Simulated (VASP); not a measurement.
Crystal: PtSe2.

```
CELL_PARAMETERS angstrom
3.72400 0.00000 0.00000
-1.86200 3.22508 0.00000
0.00000 0.00000 5.06200
ATOMIC_POSITIONS crystal
Pt 0.00000 0.00000 0.00000
Se 0.33333 0.66667 0.25000
Se 0.66667 0.33333 0.75000
```

- Program: VASP 6.6.1
- Task: relaxation of the atoms
- Functional: PBE
- Potentials or basis: VASP PAW PBE potentials, release 64 (Pt, Se)
- Cutoff: 520 eV
- k mesh: 9 × 9 × 6
- Occupations: gaussian, width 0.02 eV
- Spin: no spin polarisation

At the start: pressure 7.3 GPa; volume 20.27 Å³/atom.

Problem. Where does the relaxation end?

Solution. Over 17 steps the energy falls by 9.2 meV/atom; space group P-3m1 (No. 164, to 0.05 Å).

Step by step:
```csv
step,energy change (eV),largest force (eV/Å),pressure (GPa)
1,0.0000,0.5903,7.29
2,-0.0233,0.2315,5.46
3,-0.0277,0.0023,4.29
4,-0.0277,0.0091,4.35
5,-0.0277,0.0089,4.35
6,-0.0277,0.0087,4.35
7,-0.0277,0.0087,4.35
8,-0.0277,0.0087,4.35
9,-0.0277,0.0087,4.35
10,-0.0277,0.0086,4.35
11,-0.0277,0.0085,4.35
12,-0.0277,0.0084,4.35
13,-0.0277,0.0082,4.35
14,-0.0277,0.0077,4.34
15,-0.0277,0.0069,4.34
16,-0.0277,0.0050,4.33
17,-0.0277,0.0012,4.31
```

Final structure:
```
Pt Se
1.0
     3.72400    0.00000    0.00000
    -1.86200    3.22508    0.00000
     0.00000    0.00000    5.06200
Pt Se
1 2
Direct
  0.00000 0.00000 0.00000
  0.33333 0.66667 0.25938
  0.66667 0.33333 0.74062
```
